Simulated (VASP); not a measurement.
ZnS, 2 atoms in the cell. The structure is cubic, space group F-43m (No. 216). Conventional cell: a = 5.448 Å, b = 5.448 Å, c = 5.448 Å, α = 90.00°, β = 90.00°, γ = 90.00°. Around Zn (site symmetry -43m) lie 4 S at 2.36 Å. Around S (site symmetry -43m) lie 4 Zn at 2.36 Å. The cell is a database's computed one.

| Property | Result |
| --- | --- |
| Program | VASP 6.6.1 |
| Task | dielectric tensor |
| Functional | PBE |
| Potentials or basis | VASP PAW PBE potentials, release 64 (Zn, S) |
| Cutoff | 450 eV |
| k mesh | 11 × 11 × 11 |
| Occupations | gaussian, width 0.02 eV |
| Spin | no spin polarisation |
| Further INCAR settings | ALGO = Normal; EDIFF = 1e-08; IBRION = 8 |

Potentials or basis: VASP PAW PBE potentials, release 64 (Zn, S).

Launch:

```sh
$ cat potpaw_PBE.64/Zn/POTCAR potpaw_PBE.64/S/POTCAR > POTCAR
$ mpirun -np 2 vasp_std > vasp.out
```

Hardware: 2 MPI ranks on Intel(R) Xeon(R) Platinum 8488C (Sapphire Rapids), on a shared host.

Question: How long does it take, and how much memory?

Answer: Wall time 4.1 min on 2 MPI ranks on Intel(R) Xeon(R) Platinum 8488C (Sapphire Rapids), on a shared host, peak memory 0.35 GiB a rank. Counts: scf iterations 151, k points 56.
